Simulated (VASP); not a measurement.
These are HSE06 screened hybrid, VASP's PBE PAW potentials (set 64) (plane waves; VASP) values and carry that method's errors.

VASP input:

**KPOINTS**
```
Automatic mesh
0
Gamma
1 1 1
0 0 0
```

**INCAR**
```
# general
SYSTEM   = Al31As32Si
PREC     = Normal
ENCUT    = 400
LREAL    = Auto
LASPH    = T
ISYM     = 0

# electronic loop
EDIFF    = 1E-5
NELM     = 50
NELMIN   = 4
ALGO     = Normal
LMAXMIX  = 4

# smearing
ISMEAR   = 0
SIGMA    = 0.05

# functional
GGA      = PE
LHFCALC  = T
AEXX     = 0.25
HFSCREEN = 0.2
PRECFOCK = Fast

# spin
ISPIN    = 2
MAGMOM   = 64*0.0156
NUPDOWN  = 1

# ions
ISIF     = 0

# output
LWAVE    = F
LCHARG   = F
LORBIT   = 10
```

File POSCAR:
```
Al31As32Si
11.4648460
  1.0000000184   0.0000000000   0.0000000000
  0.0000000000   1.0000000184   0.0000000000
  0.0000000000   0.0000000000   1.0000000184
Al As Si
31 32 1
Cart
  0.5000267938   0.0001070986   0.0001843498
  0.7502050289   0.2497112732   0.0009234917
  0.7501547375   0.0006441599   0.2499441825
  0.0000272777   0.0000234819   0.0000361503
  0.2500133556   0.2499436832   0.9995804649
  0.5000170372   0.4999894952   0.0002426475
  0.7501757082   0.7501822733   0.9993583396
  0.2500182347   0.9995903522   0.2499806369
  0.4997009960   0.2502891073   0.2503498066
  0.7502270606   0.5008424649   0.2500442361
  0.5000331701   0.0001002543   0.5000143505
  0.7502546635   0.2498917746   0.5008388776
  0.7501873819   0.9993352854   0.7501588457
  0.9999177072   0.5000226387   0.0002133768
  0.2497608747   0.7502723640   0.0008868355
  0.9994518576   0.2499635352   0.2499236915
  0.2499247137   0.4995168621   0.2498829537
  0.5007468510   0.7503446455   0.2498254043
  0.9998557377   0.9999418035   0.5001172681
  0.2498243646   0.2498262325   0.4995946069
  0.7499208327   0.7498725830   0.4996404628
  0.2498339252   0.0006995845   0.7501706439
  0.5007084827   0.2496891353   0.7504389201
  0.7503275254   0.4991623704   0.7504116565
  0.0006482301   0.7501925661   0.2499251278
  0.0001088196   0.5000258740   0.5000083308
  0.2497300601   0.7504319786   0.5007269552
  0.0007751807   0.2497526744   0.7502019963
  0.2494876450   0.5008939235   0.7506164481
  0.4992730969   0.7503138792   0.7504072326
  0.9992203354   0.7502926950   0.7501477961
  0.6249571349   0.1256071550   0.1258075664
  0.8744663089   0.3750285457   0.1256742476
  0.8745255540   0.1255517461   0.3750308549
  0.1250915079   0.1250917331   0.1251101069
  0.3750885454   0.3749687214   0.1251218072
  0.6251007403   0.6250990485   0.1249441833
  0.8749601446   0.8749769795   0.1250747565
  0.3750895221   0.1250965845   0.3750802772
  0.6240468177   0.3764940948   0.3765705188
  0.8751726857   0.6251358726   0.3751211958
  0.6250662657   0.1248679672   0.6251060433
  0.8753451410   0.3749307195   0.6251259656
  0.8749738891   0.1250330598   0.8749936649
  0.1254300074   0.6249924207   0.1255774189
  0.3750185361   0.8746691625   0.1255837282
  0.1250117938   0.3749912320   0.3750226809
  0.3758117085   0.6244057202   0.3758686425
  0.6251144506   0.8751005914   0.3751137468
  0.1254359218   0.1253717134   0.6250053936
  0.3755481963   0.3758069437   0.6247066977
  0.6240512729   0.6239872861   0.6245336423
  0.8743074169   0.8744222346   0.6249817443
  0.3749773501   0.1254152984   0.8746620276
  0.6250909824   0.3748520968   0.8754084691
  0.8746157147   0.6249990150   0.8746223898
  0.1254576122   0.8747199694   0.3750035270
  0.1248084942   0.6251843475   0.6250958884
  0.3749870010   0.8752496049   0.6250933872
  0.1253627143   0.3749578592   0.8747942107
  0.3749166987   0.6251395105   0.8754344279
  0.6250133901   0.8746783806   0.8746378582
  0.1250382005   0.8749889549   0.8749729847
  0.4994081833   0.5002199514   0.5005964111
```

POTCAR, in this order: Al As Si (PBE.64 set). Program: vasp_gam. Read from the step before: WAVECAR.

The run wrote:

### OSZICAR
```
       N       E                     dE             d eps       ncg     rms          rms(c)
DAV:   1    -0.348491683865E+03   -0.34849E+03   -0.22136E+01   740   0.996E+00    0.427E+01
DAV:   2    -0.348669629739E+03   -0.17795E+00   -0.74977E-01   756   0.191E+00    0.335E+01
DAV:   3    -0.348640994994E+03    0.28635E-01   -0.21718E-02   742   0.307E-01    0.209E+01
DAV:   4    -0.348629154349E+03    0.11841E-01   -0.47292E-03   712   0.128E-01    0.124E+01
DAV:   5    -0.348625173012E+03    0.39813E-02   -0.15066E-03   720   0.706E-02    0.734E+00
DAV:   6    -0.348623810184E+03    0.13628E-02   -0.43724E-04   712   0.401E-02    0.429E+00
DAV:   7    -0.348623362556E+03    0.44763E-03   -0.14307E-04   727   0.237E-02    0.246E+00
DAV:   8    -0.348623226133E+03    0.13642E-03   -0.46281E-05   559   0.141E-02    0.141E+00
DAV:   9    -0.348623189821E+03    0.36313E-04   -0.17466E-05   406   0.980E-03    0.823E-01
DAV:  10    -0.348623187284E+03    0.25364E-05   -0.87395E-06   390   0.714E-03
   1 F= -.34862319E+03 E0= -.34862319E+03  d E =-.458948E-07  mag=     1.0000
```

File OUTCAR:
```
------------------------ aborting loop because EDIFF is reached ----------------------------------------
  volume of cell :     1506.97
      direct lattice vectors                 reciprocal lattice vectors
    11.464846211  0.000000000  0.000000000     0.087223150  0.000000000  0.000000000
     0.000000000 11.464846211  0.000000000     0.000000000  0.087223150  0.000000000
     0.000000000  0.000000000 11.464846211     0.000000000  0.000000000  0.087223150
  FREE ENERGIE OF THE ION-ELECTRON SYSTEM (eV)
  ---------------------------------------------------
  free  energy   TOTEN  =      -348.6231872842 eV

  energy  without entropy=     -348.6231872383  energy(sigma->0) =     -348.62318726

  exchange ACFDT corr.  =         0.00000000  see jH, gK, PRB 81, 115126

 total charge

# of ion       s       p       d       tot
------------------------------------------
    1        0.465   0.364   0.000   0.829
    2        0.448   0.372   0.000   0.820
    3        0.448   0.372   0.000   0.820
    4        0.448   0.372   0.000   0.820
    5        0.448   0.372   0.000   0.820
    6        0.448   0.372   0.000   0.820
    7        0.448   0.372   0.000   0.820
    8        0.448   0.372   0.000   0.820
    9        0.448   0.371   0.000   0.820
   10        0.448   0.371   0.000   0.820
   11        0.448   0.372   0.000   0.820
   12        0.448   0.371   0.000   0.820
   13        0.448   0.372   0.000   0.820
   14        0.465   0.364   0.000   0.829
   15        0.448   0.372   0.000   0.820
   16        0.448   0.372   0.000   0.820
   17        0.448   0.372   0.000   0.820
   18        0.448   0.372   0.000   0.820
   19        0.465   0.364   0.000   0.829
   20        0.448   0.372   0.000   0.820
   21        0.448   0.372   0.000   0.820
   22        0.448   0.372   0.000   0.820
   23        0.448   0.371   0.000   0.820
   24        0.448   0.371   0.000   0.819
   25        0.448   0.372   0.000   0.820
   26        0.448   0.372   0.000   0.820
   27        0.448   0.372   0.000   0.820
   28        0.448   0.372   0.000   0.820
   29        0.448   0.371   0.000   0.820
   30        0.448   0.371   0.000   0.820
   31        0.448   0.372   0.000   0.820
   32        1.203   1.711   0.024   2.937
   33        1.204   1.710   0.024   2.938
   34        1.203   1.710   0.024   2.937
   35        1.198   1.714   0.023   2.935
   36        1.198   1.716   0.023   2.937
   37        1.198   1.716   0.023   2.937
   38        1.198   1.714   0.023   2.935
   39        1.198   1.716   0.023   2.937
   40        1.212   1.666   0.029   2.907
   41        1.198   1.716   0.023   2.937
   42        1.198   1.716   0.023   2.937
   43        1.198   1.716   0.023   2.937
   44        1.198   1.714   0.023   2.935
   45        1.203   1.711   0.024   2.938
   46        1.204   1.711   0.024   2.938
   47        1.198   1.716   0.023   2.937
   48        1.213   1.666   0.029   2.908
   49        1.198   1.716   0.023   2.937
   50        1.203   1.711   0.024   2.938
   51        1.213   1.666   0.029   2.907
   52        1.212   1.667   0.029   2.908
   53        1.204   1.711   0.024   2.938
   54        1.203   1.711   0.024   2.938
   55        1.198   1.715   0.023   2.937
   56        1.203   1.711   0.024   2.938
   57        1.203   1.711   0.024   2.937
   58        1.198   1.716   0.023   2.937
   59        1.198   1.716   0.023   2.937
   60        1.203   1.711   0.024   2.937
   61        1.198   1.716   0.023   2.937
   62        1.203   1.711   0.024   2.937
   63        1.198   1.714   0.023   2.935
   64        0.853   0.743   0.000   1.596
--------------------------------------------------
tot         53.252  66.881   0.768 120.902

 magnetization (x)

# of ion       s       p       d       tot
------------------------------------------
    1        0.025   0.002   0.000   0.026
    2       -0.000   0.000   0.000  -0.000
    3       -0.000   0.000   0.000  -0.000
    4        0.000   0.000   0.000   0.000
    5       -0.000  -0.000   0.000  -0.000
    6        0.000   0.000   0.000   0.000
    7       -0.000   0.000   0.000  -0.000
    8       -0.000  -0.000   0.000  -0.000
    9        0.001   0.001   0.000   0.002
   10        0.001   0.001   0.000   0.002
   11        0.000   0.000   0.000   0.000
   12        0.001   0.001   0.000   0.002
   13       -0.000   0.000   0.000  -0.000
   14        0.025   0.002   0.000   0.026
   15       -0.000   0.000   0.000  -0.000
   16       -0.000   0.000   0.000  -0.000
   17        0.001   0.001   0.000   0.002
   18        0.001   0.001   0.000   0.002
   19        0.025   0.002   0.000   0.026
   20        0.001   0.001   0.000   0.002
   21        0.001   0.001   0.000   0.002
...
```
(Selected blocks of OUTCAR.)

The supercell is sampled at Γ alone, which is coarse: total energies, pressure and levels can be off, energies of defects by several tenths of an eV.

The cell is a supercell with a defect, built from AlAs (zinc blende): Si_Al. The cell's shape comes from a PBE relaxation.
